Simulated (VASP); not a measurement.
A run of VASP 6.6.1 is set up as follows.

Contents of INCAR:

```
PREC = Accurate
ENCUT = 520
EDIFF = 1E-7
ISMEAR = 0
SIGMA = 0.1
LREAL = F
LASPH = T
NELM = 120
ALGO = Normal
ISIF = 3
LWAVE = F
LCHARG = F
GGA = PE
IBRION = 2
NSW = 60
EDIFFG = -0.005
POTIM = 0.3
```

Contents of KPOINTS:

```
Automatic mesh
0
Gamma
  16 16 5
```

Contents of POSCAR:

```
C                                       
1.0
    2.4676783856      0.0000000000      0.0000000000
   -1.2338391928      2.1370721729      0.0000000000
    0.0000000000      0.0000000000      7.6062513960
  C             
     4
Direct
     1.0000000000000000    0.0000000000000000    0.0024666355167684
     0.0000000000000000    0.0000000000000000    0.5024666355167683
     0.3333333300000021    0.6666666699999979    0.0025333644832342
     0.6666666699999979    0.3333333300000021    0.5025333644832343
```

Potentials or basis: VASP PAW PBE potentials, release 64 (C).

Run with:

```sh
$ cat potpaw_PBE.64/C/POTCAR > POTCAR
$ mpirun -np 1 vasp_std > vasp.out
```

Problem. Estimate the space group after relaxing (to 0.05 Å).

Solution. P6_3/mmc (No. 194).

Problem. What does it give for the band gap on the k mesh?

Solution. 1.01 eV, direct.

Forces on the atoms (eV/Å):
```
C    0.000  0.000  0.003
C    0.000  0.000  0.003
C    0.000  0.000 -0.003
C    0.000  0.000 -0.003
```

Caveat: an odd mesh through Γ misses points on the zone boundary, where band edges often lie.
